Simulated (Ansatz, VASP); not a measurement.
# Ru (Ruthenium): VASP beside Ansatz, part 2 of 3

Aim: how closely do two programs agree when they are given the same cell, functional and k mesh? The structure shown comes from an earlier Ansatz run, which isn't shown and may have moved the atoms alone.

VASP 6.6.1 and Ansatz 0.2.0.

So far: Starting point; Ansatz: elastic constants, PBEsol, pair 1.

## (3) VASP: elastic constants, PBEsol, pair 1

Level of this step: PBEsol; plane waves and PAW (Ru_pv) (VASP).

The same cell, functional, mesh and smearing now go to VASP, with its own data sets.

Lines of VASP's logs that name or quote its potential files are left out, and so is its time.

Input file INCAR:

```
SYSTEM = Ru
PREC = Accurate
ENCUT = 500
EDIFF = 1E-08
NELM = 120
ISMEAR = 1
SIGMA = 0.25
LREAL = .FALSE.
ALGO = Normal
GGA = PS
NBANDS = 20
LASPH = .TRUE.
LORBIT = 11
LWAVE = .FALSE.
LCHARG = .FALSE.
ISIF = 3
IBRION = 6
NFREE = 2
POTIM = 0.015
NSW = 1
GGA_COMPAT = .FALSE.
KPAR = 2
```

Input file POSCAR:

```
Ru
1.0
    2.7048491351      0.0000000000      0.0000000000
   -1.3524245675      2.3424680644      0.0000000000
    0.0000000000      0.0000000000      4.1936030152
Ru
2
Direct
    0.3333333333      0.6666666667      0.2500000000
    0.6666666667      0.3333333333      0.7500000000
```

Input file KPOINTS:

```
Automatic mesh
0
Gamma
4 4 4
0 0 0
```

Potentials, in the order of the species: Ru_pv (PBE family, release 64).

Started as:

```console
> mpirun -np 2 vasp_std
```

Numbers of over 12 decimals in the logs are rounded to 6 here.

What it wrote:

```text
[banner, memory and clock lines left out]
running    2 mpi-ranks, on    1 nodes
 distrk:  each k-point on    1 cores,    2 groups
 distr:  one band on    1 cores,    1 groups

 POSCAR found type information on POSCAR Ru
 POSCAR found :  1 types and       2 ions
|                                                                             |
|               ----> ADVICE to this user running VASP <----                  |
|                                                                             |
|     You enforced a specific xc type in the INCAR file but a different       |
|     [... a line on the potential file left out ...]
|     I HOPE YOU KNOW WHAT YOU ARE DOING!                                     |
|                                                                             |

 LDA part: xc-table for (Slater+PW92), standard interpolation
 POSCAR, INCAR and KPOINTS ok, starting setup
 FFT: planning ... GRIDC
 FFT: planning ... GRID_SOFT
 FFT: planning ... GRID
 WAVECAR not read
 entering main loop
       N       E                     dE             d eps       ncg     rms          rms(c)
DAV:   1     0.290723629154E+03    0.29072E+03   -0.17318E+04   480   0.152E+03
DAV:   2    -0.153104245733E+02   -0.30603E+03   -0.29717E+03   504   0.460E+02
DAV:   3    -0.218360033132E+02   -0.65256E+01   -0.64766E+01   536   0.749E+01
DAV:   4    -0.218839468253E+02   -0.47944E-01   -0.47875E-01   672   0.602E+00
DAV:   5    -0.218843543556E+02   -0.40753E-03   -0.40751E-03   512   0.465E-01    0.202E+01
DAV:   6    -0.205296477434E+02    0.13547E+01   -0.31093E+00   572   0.177E+01    0.558E+00
DAV:   7    -0.204444247708E+02    0.85223E-01   -0.64761E-01   544   0.574E+00    0.988E-01
DAV:   8    -0.204349351612E+02    0.94896E-02   -0.20644E-02   528   0.126E+00    0.276E-01
DAV:   9    -0.204344339746E+02    0.50119E-03   -0.75459E-04   544   0.293E-01    0.354E-02
DAV:  10    -0.204344414961E+02   -0.75215E-05   -0.73963E-05   544   0.856E-02    0.238E-02
DAV:  11    -0.204344425039E+02   -0.10078E-05   -0.80179E-06   532   0.286E-02    0.520E-03
DAV:  12    -0.204344413508E+02    0.11531E-05   -0.26686E-07   540   0.607E-03    0.158E-03
DAV:  13    -0.204344413484E+02    0.23606E-08   -0.30505E-08   544   0.164E-03
   1 F= -.20434441E+02 E0= -.20430753E+02  d E =-.110638E-01
[... from here on, the cycles between the ionic steps are left out ...]
   2 F= -.20422511E+02 E0= -.20419132E+02  d E =-.101365E-01
   3 F= -.20421283E+02 E0= -.20417036E+02  d E =-.127414E-01
  10 F= -.20430778E+02 E0= -.20427252E+02  d E =-.105771E-01
  11 F= -.20430778E+02 E0= -.20427252E+02  d E =-.105771E-01
  12 F= -.20430779E+02 E0= -.20427249E+02  d E =-.105896E-01
  13 F= -.20430779E+02 E0= -.20427249E+02  d E =-.105896E-01
  14 F= -.20433549E+02 E0= -.20429958E+02  d E =-.107709E-01
  15 F= -.20433549E+02 E0= -.20429958E+02  d E =-.107709E-01
  16 F= -.20432932E+02 E0= -.20429325E+02  d E =-.108211E-01
 Finite differences progress:
  Degree of freedom:   8/  8
  Displacement:        1/  2
  Total:              15/ 16
 bond charge predicted
       N       E                     dE             d eps       ncg     rms          rms(c)
DAV:   1    -0.204117314948E+02    0.21201E-01   -0.45706E+00   652   0.414E+01    0.205E-01
DAV:   2    -0.204335173008E+02   -0.21786E-01   -0.22808E-01   520   0.440E+00    0.115E-01
DAV:   3    -0.204331065224E+02    0.41078E-03   -0.13758E-03   600   0.329E-01    0.647E-02
DAV:   4    -0.204329563171E+02    0.15021E-03   -0.47740E-04   568   0.220E-01    0.188E-02
DAV:   5    -0.204329334809E+02    0.22836E-04   -0.83071E-05   564   0.103E-01    0.724E-03
DAV:   6    -0.204329325171E+02    0.96382E-06   -0.53292E-06   576   0.286E-02    0.104E-03
DAV:   7    -0.204329324918E+02    0.25284E-07   -0.20654E-07   604   0.542E-03    0.358E-04
DAV:   8    -0.204329324876E+02    0.42473E-08   -0.10459E-08   380   0.107E-03
  17 F= -.20432932E+02 E0= -.20429325E+02  d E =-.108211E-01
 Finite differences progress:
  Degree of freedom:   8/  8
  Displacement:        2/  2
  Total:              16/ 16
```

From OUTCAR (step 3):

```text
ion  position               nearest neighbor table
   1  0.333  0.667  0.250-   2 2.61   2 2.61   2 2.61   2 2.61   2 2.61   2 2.61
   2  0.667  0.333  0.750-   1 2.61   1 2.61   1 2.61   1 2.61   1 2.61   1 2.61

  LATTYP: Found a hexagonal cell.
 ALAT       =     2.7048491351
 C/A-ratio  =     1.5504018175

 Subroutine GETGRP returns: Found 24 space group operations
 (whereof 12 operations were pure point group operations)

The static configuration has the point symmetry D_3d.
 The point group associated with its full space group is D_6h.

 Found     12 irreducible k-points:

   k-points           NKPTS =     12   k-points in BZ     NKDIM =     12   number of bands    NBANDS=     20

   dimension x,y,z NGX =    20 NGY =   20 NGZ =   32
   dimension x,y,z NGXF=    40 NGYF=   40 NGZF=   64

   ENCUT  =  500.0 eV  36.75 Ry    6.06 a.u.   4.93  4.93  7.65*2*pi/ulx,y,z

   NELECT =      28.0000    total number of electrons

 k-points in reciprocal lattice and weights: Automatic mesh
   0.00000000  0.00000000  0.00000000       0.016
   0.25000000  0.00000000  0.00000000       0.094
   0.50000000  0.00000000  0.00000000       0.047
   0.25000000  0.25000000  0.00000000       0.094
   0.00000000  0.00000000  0.25000000       0.031
   0.25000000  0.00000000  0.25000000       0.188
   0.50000000  0.00000000  0.25000000       0.094
   0.25000000  0.25000000  0.25000000       0.188
   0.00000000  0.00000000  0.50000000       0.016
   0.25000000  0.00000000  0.50000000       0.094
   0.50000000  0.00000000  0.50000000       0.047
   0.25000000  0.25000000  0.50000000       0.094

 average (electrostatic) potential at core
       1 -66.6907       2 -66.6907

 E-fermi :  13.1025

 k-point     1 :       0.0000    0.0000    0.0000
  band No.  band energies     occupation
    ...
     11      10.7763      2.00000
     12      11.2423      2.00000
     13      11.2423      2.00000
     14      11.5003      2.00000
     15      11.5003      2.00000
     16      14.3301     -0.00000
     17      14.3301     -0.00000
     18      14.5624     -0.00000
     19      23.4076      0.00000
     20      23.4564      0.00000

 k-point     2 :       0.2500    0.0000    0.0000
  band No.  band energies     occupation
    ...
     12      10.8066      2.00000
     13      11.5673      2.00000
     14      12.2365      2.00001
     15      12.5920      2.01391
     16      12.8387      2.05989
     17      14.9075     -0.00000
     18      20.7853      0.00000
     19      23.3579      0.00000
     20      23.4561      0.00000

 k-point     3 :       0.5000    0.0000    0.0000
  band No.  band energies     occupation
    ...
      9       7.6163      2.00000
     10       9.8103      2.00000
     11      11.0705      2.00000
     12      11.1598      2.00000
     13      11.6494      2.00000
     14      14.5816     -0.00000
     15      15.0681     -0.00000
     16      15.2052     -0.00000
     17      17.2664     -0.00000
     18      19.3379      0.00000
    ...

  Total        0.0054432      0.0054432      0.0157978      0.0000000      0.0000000      0.0000000
  in kB        0.3282193      0.3282193      0.9525849      0.0000000      0.0000000      0.0000000
  external PRESSURE =       0.5363411 kB  Pullay stress =       0.0000000 kB

  energy-cutoff  :      500.00
  volume of cell :       26.57
      direct lattice vectors                 reciprocal lattice vectors
     2.704849135  0.000000000  0.000000000     0.369706387  0.213450082  0.000000000
    -1.352424567  2.342468064  0.000000000     0.000000000  0.426900164  0.000000000
     0.000000000  0.000000000  4.193603015     0.000000000  0.000000000  0.238458432

 POSITION                                       TOTAL-FORCE (eV/Angst)
 -----------------------------------------------------------------------------------
     -0.00000      1.56165      1.03340        -0.000000      0.000000      0.201544
      1.35242      0.78082      3.14520         0.000000     -0.000000     -0.201544
 -----------------------------------------------------------------------------------
    total drift:                               -0.000000      0.000000     -0.000233

  FREE ENERGIE OF THE ION-ELECTRON SYSTEM (eV)
  ---------------------------------------------------
  free  energy   TOTEN  =       -20.4329324876 eV

  energy  without entropy=      -20.4221113530  energy(sigma->0) =      -20.42932544

  SYMMETRIZED ELASTIC MODULI (kBar)
 Direction    XX          YY          ZZ          XY          YZ          ZX
 --------------------------------------------------------------------------------
 XX        6719.5878   1973.1706   1500.1224      0.0000      0.0000      0.0000
 YY        1973.1706   6719.5878   1500.1224      0.0000      0.0000      0.0000
 ZZ        1500.1224   1500.1224   7848.9858      0.0000      0.0000      0.0000
 XY           0.0000      0.0000      0.0000   2373.2086      0.0000      0.0000
 YZ           0.0000      0.0000      0.0000      0.0000   1965.0554      0.0000
 ZX           0.0000      0.0000      0.0000      0.0000      0.0000   1965.0551
 --------------------------------------------------------------------------------

 Eigenvectors and eigenvalues of the dynamical matrix
 ----------------------------------------------------

   1 f  =    8.061036 THz    50.648982 2PiTHz  268.887215 cm-1    33.337751 meV
             X         Y         Z           dx          dy          dz
     -0.000000  1.561645  1.048401    -0.000000    0.000000    0.707107
      1.352425  0.780823  3.145202     0.000000   -0.000000   -0.707107

   2 f  =    6.196864 THz    38.936048 2PiTHz  206.705148 cm-1    25.628161 meV
             X         Y         Z           dx          dy          dz
     -0.000000  1.561645  1.048401    -0.504810   -0.495143   -0.000000
      1.352425  0.780823  3.145202     0.504810    0.495143   -0.000000

   3 f  =    6.196864 THz    38.936048 2PiTHz  206.705148 cm-1    25.628161 meV
             X         Y         Z           dx          dy          dz
     -0.000000  1.561645  1.048401    -0.495143    0.504810    0.000000
      1.352425  0.780823  3.145202     0.495143   -0.504810    0.000000

   4 f  =    0.000000 THz     0.000001 2PiTHz    0.000005 cm-1     0.000001 meV
             X         Y         Z           dx          dy          dz
     -0.000000  1.561645  1.048401     0.000291    0.229413   -0.668857
      1.352425  0.780823  3.145202     0.000291    0.229413   -0.668857

   5 f  =    0.000000 THz     0.000000 2PiTHz    0.000002 cm-1     0.000000 meV
             X         Y         Z           dx          dy          dz
     -0.000000  1.561645  1.048401     0.005645    0.668835    0.229408
      1.352425  0.780823  3.145202     0.005645    0.668835    0.229408

   6 f/i=    0.000000 THz     0.000000 2PiTHz    0.000001 cm-1     0.000000 meV
             X         Y         Z           dx          dy          dz
     -0.000000  1.561645  1.048401     0.707084   -0.005435   -0.001556
      1.352425  0.780823  3.145202     0.707084   -0.005435   -0.001556

 ELASTIC MODULI CONTR FROM IONIC RELAXATION (kBar)
 Direction    XX          YY          ZZ          XY          YZ          ZX
 --------------------------------------------------------------------------------
 XX          -1.7039      1.7039      0.0000     -0.0000      0.0000      0.0000
 YY           1.7039     -1.7039     -0.0000     -0.0000     -0.0000      0.0000
 ZZ           0.0000     -0.0000     -0.0000      0.0000     -0.0000      0.0000
 XY          -0.0000     -0.0000      0.0000     -1.7039     -0.0000      0.0000
 YZ           0.0000     -0.0000     -0.0000     -0.0000     -0.0000      0.0000
 ZX           0.0000      0.0000      0.0000      0.0000      0.0000      0.0000
 --------------------------------------------------------------------------------

 TOTAL ELASTIC MODULI (kBar)
 Direction    XX          YY          ZZ          XY          YZ          ZX
 --------------------------------------------------------------------------------
 XX        6717.8839   1974.8744   1500.1224      0.0000      0.0000      0.0000
 YY        1974.8744   6717.8839   1500.1224      0.0000      0.0000      0.0000
 ZZ        1500.1224   1500.1224   7848.9858      0.0000      0.0000      0.0000
 XY           0.0000      0.0000      0.0000   2371.5047      0.0000      0.0000
 YZ           0.0000      0.0000      0.0000     -0.0000   1965.0554      0.0000
 ZX           0.0000      0.0000      0.0000      0.0000      0.0000   1965.0551
 --------------------------------------------------------------------------------

 total charge
# of ion       s       p       d       tot
------------------------------------------
    1        0.420   6.307   5.988  12.715
    2        0.420   6.307   5.988  12.715
--------------------------------------------------
tot          0.840  12.614  11.976  25.431

[... 3 further parts left out ...]
```

Levels, forces or a CONTCAR printed for this step are those of its last displaced cell, not of the structure at rest.

## (4) Side by side

Known differences besides the potentials themselves: the data sets hold 32 valence electrons in Ansatz (on its default PAW (the set named soft_2) files) and 28 in VASP; the cutoff is 420 eV in Ansatz and 500 eV in VASP; Ansatz makes its cores anew for this functional, VASP keeps those of its PBE data sets; VASP takes each elastic constant from one size of strain, Ansatz from those that its log lists. Total energies have different zeros and are not compared.

Compared:

```
 quantity  Ansatz   VASP  difference
C11 (GPa)   672.3  671.8     +0.08 %
C22 (GPa)   672.3  671.8     +0.08 %
C33 (GPa)   787.5  784.9     +0.34 %
C12 (GPa)   195.9  197.5     -0.78 %
C13 (GPa)   146.1  150.0     -2.59 %
C23 (GPa)   146.1  150.0     -2.59 %
C44 (GPa)   196.0  196.5     -0.28 %
C55 (GPa)   196.0  196.5     -0.28 %
C66 (GPa)   238.2  237.2     +0.44 %
```

## (5) Ansatz: elastic constants, PBEsol, pair 2

Elastic constants are differences of stresses under small strains, so they test the stress and the mesh. The cell compared in this pair holds 26.63 Å³, against 26.57 Å³ for the pair before.

The structure shown comes from an earlier Ansatz run, which isn't shown and may have moved the atoms alone.

Input file input.yaml:

```yaml
crystal:
  lattice:
    - [2.6892425436, 0.0, 0.0]
    - [-1.3446212718, 2.3289523597, 0.0]
    - [0.0, 0.0, 4.2514391211]
  atoms:
    - { symbol: Ru, position: [0.3333333333, 0.6666666667, 0.25] }
    - { symbol: Ru, position: [0.6666666667, 0.3333333333, 0.75] }
kpoints:
  mp_grid: { grid: [12, 12, 8] }
hamiltonian:
  xc: pbesol
scf:
  occupations: { method: methfessel_paxton, width: 0.25 }
output:
  forces: true
  stress: true
  eigenvalues: true
elastic:
  mode: relaxed_ion
  stencil: two_point
  amplitude: 0.01
```

Started as:

```console
> ansatz run input.yaml --threads 4 --pin off --max-ram 16384MiB --backend cpu --events-out ev --progress --plain --runs-dir out
```

What it wrote:

```text
[...]
Crystal: 2 atoms, lattice volume = 26.627 Å³
Basis set: ecut = 420 eV, 537 PW (Γ), exchange–correlation on 40×40×60 points (8 copies of the dense FFT grid, shifted against one another)
Bands: 20, of which v1, the nominal top of the filled ones, is band 16 counted from 1 (15 counted from 0)
Symmetry: 24 space group operations
[...]
k-points: 95 of 1152
[...]
1.000e-2       6.8617      -11633.0144695       7   37767    543   relax 0 steps, max|allowed force component| 4.16e-17 eV/Å
[...]
δ    σ_23 (GPa)             F (eV)   n_scf  n_hpsi   n_pw
    -1.000e-2      -2.0902      -11633.0185013       6  100183    537   relax 3 steps, max|allowed force component| 9.80e-6 eV/Å
     1.000e-2       2.0902      -11633.0185013       7  107150    537   relax 4 steps, max|allowed force component| 3.62e-6 eV/Å
[key lines of the parts left out:]
SCF converged after 8 iterations
Free energy (F): -11633.020243 eV
Fermi energy:    23.976812 eV
P = ⅓ Tr σ = 0.0070 GPa (0.070 kbar)
```

## (6) VASP: elastic constants, PBEsol, pair 2

The same cell, functional, mesh and smearing now go to VASP, with its own data sets.

INCAR is that of step 3.

Input file POSCAR:

```
Ru
1.0
    2.6892425436      0.0000000000      0.0000000000
   -1.3446212718      2.3289523597      0.0000000000
    0.0000000000      0.0000000000      4.2514391211
Ru
2
Direct
    0.3333333333      0.6666666667      0.2500000000
    0.6666666667      0.3333333333      0.7500000000
```

Input file KPOINTS:

```
Automatic mesh
0
Gamma
12 12 8
0 0 0
```

Started as:

```console
> mpirun -np 2 vasp_std
```

What it wrote:

```text
[banner, memory and clock lines left out]
running    2 mpi-ranks, on    1 nodes
[...]
[... a notice as in an earlier step ...]

 LDA part: xc-table for (Slater+PW92), standard interpolation
 POSCAR, INCAR and KPOINTS ok, starting setup
[...]
entering main loop
       N       E                     dE             d eps       ncg     rms          rms(c)
DAV:   1     0.277867986317E+03    0.27787E+03   -0.17380E+04  3808   0.152E+03
DAV:   2    -0.161095241181E+02   -0.29398E+03   -0.28598E+03  3916   0.453E+02
DAV:   3    -0.218965404513E+02   -0.57870E+01   -0.57461E+01  4304   0.710E+01
DAV:   4    -0.219407585613E+02   -0.44218E-01   -0.44180E-01  4996   0.587E+00
[...]
DAV:  13    -0.203537291562E+02    0.49782E-07   -0.17821E-08  2876   0.145E-03    0.383E-04
DAV:  14    -0.203537291662E+02   -0.10055E-07   -0.78688E-10  2628   0.293E-04    0.113E-04
DAV:  15    -0.203537291639E+02    0.23047E-08   -0.25613E-10  2488   0.173E-04
   1 F= -.20353729E+02 E0= -.20353876E+02  d E =0.441509E-03
[... from here on, the cycles between the ionic steps are left out ...]
   2 F= -.20342191E+02 E0= -.20342649E+02  d E =0.137381E-02
   3 F= -.20341281E+02 E0= -.20341245E+02  d E =-.108780E-03
   9 F= -.20349606E+02 E0= -.20349820E+02  d E =0.643991E-03
  10 F= -.20349818E+02 E0= -.20350017E+02  d E =0.597840E-03
  11 F= -.20349815E+02 E0= -.20350015E+02  d E =0.597830E-03
  12 F= -.20349817E+02 E0= -.20350014E+02  d E =0.589139E-03
  13 F= -.20349817E+02 E0= -.20350014E+02  d E =0.589139E-03
  14 F= -.20352873E+02 E0= -.20353028E+02  d E =0.467301E-03
  15 F= -.20352873E+02 E0= -.20353028E+02  d E =0.467308E-03
  16 F= -.20352159E+02 E0= -.20352314E+02  d E =0.465651E-03
  17 F= -.20352159E+02 E0= -.20352314E+02  d E =0.465656E-03
 Finite differences progress:
  Degree of freedom:   8/  8
  Displacement:        2/  2
  Total:              16/ 16
```

From OUTCAR (step 6):

```text
  Total       -0.0019890     -0.0019890      0.0110355      0.0000000      0.0000000      0.0000000
  in kB       -0.1196802     -0.1196802      0.6640100      0.0000000      0.0000000      0.0000000
  external PRESSURE =       0.1415499 kB  Pullay stress =       0.0000000 kB

 POSITION                                       TOTAL-FORCE (eV/Angst)
 -----------------------------------------------------------------------------------
     -0.00000      1.55263      1.04786        -0.000000      0.000000      0.209450
      1.34462      0.77632      3.18858         0.000000      0.000000     -0.209450
 -----------------------------------------------------------------------------------
    total drift:                               -0.000000      0.000000     -0.000263

  FREE ENERGIE OF THE ION-ELECTRON SYSTEM (eV)
  ---------------------------------------------------
  free  energy   TOTEN  =       -20.3521589406 eV

  energy  without entropy=      -20.3526245969  energy(sigma->0) =      -20.35231416

[... 3 further parts left out ...]
[key lines of the parts left out:]
E-fermi :  13.0908
```

Levels, forces or a CONTCAR printed for this step are those of its last displaced cell, not of the structure at rest.

## (7) Differences

What differs besides the data sets and the points named for the pairs above, as far as they apply: the data sets hold 32 valence electrons in Ansatz (on its default PAW (the set named soft_2) files) and 28 in VASP. Total energies have different zeros and are not compared.

Both answers:

```
 quantity  Ansatz   VASP  difference
C11 (GPa)   632.9  633.8     -0.15 %
C22 (GPa)   632.9  633.8     -0.15 %
C33 (GPa)   716.4  718.1     -0.23 %
C12 (GPa)   206.0  207.4     -0.71 %
C13 (GPa)   186.2  187.8     -0.87 %
C23 (GPa)   186.2  187.8     -0.87 %
C44 (GPa)   209.0  209.1     -0.05 %
C55 (GPa)   209.0  209.1     -0.05 %
C66 (GPa)   213.4  213.2     +0.13 %
```

(Part 2 of 3 ends here.)

[Lines on the potential files, build, host, timing and source positions are cut from VASP's logs without a mark.]

[Logs are printed without paths, hosts, clocks, repeated set-up lines and the standing remarks that a program may print on its own settings, such as how far it seeks lower states.]

[Hosts, paths, dates, database ids (printed as entryN), source tags and the programs' standing remarks are cut or masked in the printed files.]
